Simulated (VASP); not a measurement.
Computed with RPBE GGA, VASP's PBE PAW potentials (set 64) (plane waves; VASP).

VASP ran on this input.

**INCAR**
```
SYSTEM = BN
PREC = Accurate
ENCUT = 520
EDIFF = 1E-7
NELM = 100
ALGO = Normal
LREAL = .FALSE.
LASPH = .TRUE.
ISMEAR = 0
SIGMA = 0.05
GGA = RP
LWAVE = .FALSE.
LCHARG = .FALSE.
LORBIT = 11
ICHARG = 11
```

**KPOINTS**
```
k-points along high-symmetry lines
15
Line-mode
Reciprocal
  0.000000   0.000000   0.000000 ! GAMMA
 -0.500000  -0.500000   0.000000 ! X

 -0.500000  -0.500000   0.000000 ! X
 -0.375000  -0.375000   0.250000 ! U

 -0.375000  -0.000000   0.375000 ! K
  0.000000   0.000000   0.000000 ! GAMMA

  0.000000   0.000000   0.000000 ! GAMMA
 -0.000000  -0.000000   0.500000 ! L

 -0.000000  -0.000000   0.500000 ! L
 -0.500000  -0.250000   0.250000 ! W

 -0.500000  -0.250000   0.250000 ! W
 -0.500000  -0.500000   0.000000 ! X
```

### POSCAR
```
BN
1
    0.0000000000     1.8221765605     1.8221765605
    1.8221765605     0.0000000000     1.8221765605
    1.8221765605     1.8221765605     0.0000000000
B N
1 1
Direct
  0.0000000000   0.0000000000   0.0000000000
  0.2500000000   0.2500000000   0.2500000000
```

POTCAR, in this order: B N (PBE.64 set). Program: vasp_std. Read from the step before: CHGCAR.

The run wrote:

File OSZICAR:
```
       N       E                     dE             d eps       ncg     rms          rms(c)
DAV:   1     0.136909233066E+02    0.13691E+02   -0.52022E+03  1488   0.981E+02
DAV:   2    -0.144868489064E+02   -0.28178E+02   -0.26127E+02  2000   0.164E+02
DAV:   3    -0.146637730421E+02   -0.17692E+00   -0.17692E+00  1752   0.171E+01
DAV:   4    -0.146639222948E+02   -0.14925E-03   -0.14925E-03  1984   0.415E-01
DAV:   5    -0.146639223667E+02   -0.71940E-07   -0.71869E-07  1624   0.668E-03
DAV:   6    -0.146639223668E+02   -0.13290E-09   -0.13238E-09  1968   0.217E-04
   1 F= -.14663922E+02 E0= -.14663922E+02  d E =-.130705E-10
```

File OUTCAR:
```
 val. band max:        7.2220495993   @ k =   0.0000   0.0000   0.0000

 cond. band min:      11.6870073919   @ k =  -0.5000  -0.5000   0.0000



 k-point     1 :       0.0000    0.0000    0.0000
  band No.  band energies     occupation
      1     -12.8026      2.00000
      2       7.2220      2.00000
      3       7.2220      2.00000
      4       7.2220      2.00000
      5      15.9818      0.00000
      6      15.9818      0.00000
      7      15.9818      0.00000
      8      17.1746      0.00000

 k-point     2 :      -0.0357   -0.0357    0.0000
  band No.  band energies     occupation
      1     -12.7619      2.00000
      2       7.1059      2.00000
      3       7.1164      2.00000
      4       7.1164      2.00000
      5      15.9019      0.00000
      6      16.1217      0.00000
      7      16.1217      0.00000
      8      17.3162      0.00000

 k-point     3 :      -0.0714   -0.0714    0.0000
  band No.  band energies     occupation
      1     -12.6403      2.00000
      2       6.7738      2.00000
      3       6.8217      2.00000
      4       6.8217      2.00000
      5      15.7086      0.00000
      6      16.5187      0.00000
      7      16.5187      0.00000
      8      17.6718      0.00000

 k-point     4 :      -0.1071   -0.1071    0.0000
  band No.  band energies     occupation
      1     -12.4386      2.00000
      2       6.2650      2.00000
      3       6.3907      2.00000
      4       6.3907      2.00000
      5      15.4510      0.00000
      6      17.1187      0.00000
      7      17.1187      0.00000
      8      18.1280      0.00000

 k-point     5 :      -0.1429   -0.1429    0.0000
  band No.  band energies     occupation
      1     -12.1586      2.00000
      2       5.6243      2.00000
      3       5.8805      2.00000
      4       5.8805      2.00000
      5      15.1436      0.00000
      6      17.8619      0.00000
      7      17.8619      0.00000
      8      18.5706      0.00000
...
```

The density is held fixed in this step, so its total energy and stress have no physical meaning.

The compound is BN in the zinc blende structure. It was relaxed first.
